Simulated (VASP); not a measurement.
Given:

```
K2Te
1.0
    4.63139     0.00000     0.00000
   -2.31569     4.01090     0.00000
    0.00000     0.00000     7.47139
Te K
1 2
Direct
  0.00000   0.00000   0.00000
  0.33333   0.66667   0.25200
  0.66667   0.33333   0.74800
```

The numbers are results of PBE GGA, VASP's PBE PAW potentials (set 64) (plane waves; VASP 6.6.1), not measurements. Numerical set-up: 300 eV cut-off, 4×4×3 Γ-centred mesh, Gaussian smearing of 0.10 eV, potentials Te K_sv.

Problem. Give the energies of bands 10 to 15 at the high-symmetry points, in eV from the Fermi level.

Solution. 
| band | Γ | M | K | A | L | H |
|---|---|---|---|---|---|---|
| 10 | -1.74 | -1.76 | -1.25 | -2.18 | -1.71 | -1.24 |
| 11 | -0.45 | -1.06 | -1.25 | -0.01 | -1.17 | -1.24 |
| 12 | 0.00 | -0.32 | -0.99 | -0.01 | -0.32 | -1.09 |
| 13 | 0.00 | 1.47 | 1.92 | 0.84 | 1.49 | 2.18 |
| 14 | 4.39 | 1.97 | 2.35 | 2.38 | 1.99 | 2.18 |
| 15 | 4.43 | 2.72 | 2.35 | 4.47 | 3.60 | 2.56 |

It has no gap at this level: it comes out as a metal or semimetal.

The structure was generated: K2Te was put into an ordered model structure, which need not be its known phase. The cell was not relaxed at this level. The k-mesh is coarse (spacing up to 0.39 per Å, 2π included), so the numbers may not be converged in it.
